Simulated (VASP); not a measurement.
VASP runs on Co3As (a trial cell in the D03 structure, space group Fm-3m) share one base input (PBE GGA, plane waves, VASP's PBE PAW potentials (set 64)) and change the settings named in each case.

**INCAR**
```
SYSTEM = Co3As
PREC = Accurate; ENCUT = 400; LREAL = .False.
LASPH = .True.
EDIFF = 1E-6; NELM = 100; ALGO = Normal
LMAXMIX = 4
ISMEAR = 0; SIGMA = 0.05
GGA = PE
MAGMOM = 0.0 3*3.0
ISPIN = 2
ISIF = 2
LWAVE = .False.; LCHARG = .False.; LORBIT = 10
```

KPOINTS:
```
Automatic mesh
0
Gamma
6 6 6
0 0 0
```

### POSCAR
```
Co3As
1
    0.0000000000     2.9138740000     2.9138740000
    2.9138740000     0.0000000000     2.9138740000
    2.9138740000     2.9138740000     0.0000000000
As Co
1 3
Direct
  0.0000000000   0.0000000000   0.0000000000
  0.5000000000   0.5000000000   0.5000000000
  0.2500000000   0.2500000000   0.2500000000
  0.7500000000   0.7500000000   0.7500000000
```

POTCAR, in this order: As Co (PBE.64 set). Program: vasp_std.

| change | E(σ→0) (eV/atom) | pressure (GPa) | moment (μB) | −TS (eV) | irreducible k-points |
|---|---|---|---|---|---|
| base run | -6.3858 | -7.29 | 4.60 | -0.0036 | 16 |
| KPOINTS 1×1×1 Γ-centred mesh | -4.6357 | 25.56 | 2.00 | -0.0502 | 1 |
| KPOINTS 2×2×2 Γ-centred mesh | -6.3731 | -11.28 | 3.50 | -0.0041 | 3 |
| KPOINTS 7×7×7 Γ-centred mesh | -6.3827 | -7.87 | 4.38 | -0.0045 | 20 |
| KPOINTS 9×9×9 Γ-centred mesh | -6.3836 | -8.05 | 4.33 | -0.0041 | 35 |
| KPOINTS 10×10×10 Γ-centred mesh | -6.3844 | -7.90 | 4.41 | -0.0039 | 47 |
| KPOINTS 11×11×11 Γ-centred mesh | -6.3842 | -7.88 | 4.43 | -0.0039 | 56 |

Left out are runs that ran out of time, are held back, or changed the cell or the kind of run, fixed moments of cells without a moment, rows past the twelfth, gaps on odd meshes, pressures of charged cells and columns that move by less than the noise.

The structure was generated: Co3As was put into the D03 type (Fm-3m), which need not be its known phase. The cell was not relaxed at this level. The spin order is the one that the start imposed; others were not tried in this run.
